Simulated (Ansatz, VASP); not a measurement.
# Two plane-wave programs on YLu2F3

```
Y Lu F
1.0
     5.84928    0.00000    0.00000
    -2.92464    5.06563    0.00000
     0.00000    0.00000    3.78555
Y Lu F
1 2 3
Direct
  0.00000 0.00000 0.00000
  0.33333 0.66667 0.00000
  0.66667 0.33333 0.00000
  0.50000 0.00000 0.50000
  0.50000 0.50000 0.50000
  0.00000 0.50000 0.50000
```

Change from the starting cell: species swapped into the CeB2Rh3 type (P6/mmm, No. 191).

Alike in both runs: functional PBE; k mesh 3 × 3 × 6; occupations gaussian, width 0.1 eV; no spin polarisation.

Ansatz relaxed the structure, and its values are those at the end. VASP's run is a single point on that final structure, the one shown.

```csv
,VASP,Ansatz
version,VASP 6.6.1,Ansatz 0.2.0
potentials or method,"VASP PAW PBE potentials, release 64 (Y_sv, Lu, F)","scalar-relativistic, plane waves, PAW"
plane-wave cutoff (eV),520,420
valence electrons in the cell,82,82
```

|  | VASP | Ansatz | Ansatz less VASP |
| --- | --- | --- | --- |
| gap on the k mesh at the Fermi level (eV) | none | none | - |
| pressure (GPa) | 0.0 | 0.0 | -0.01 |

A gap of «none» marks a metal or a gap that the smearing closes.

Caveats: the k mesh is coarse (spacing up to 0.41 Å⁻¹), so the values aren't converged. Spin-orbit coupling is left out, which matters for the levels of Lu.
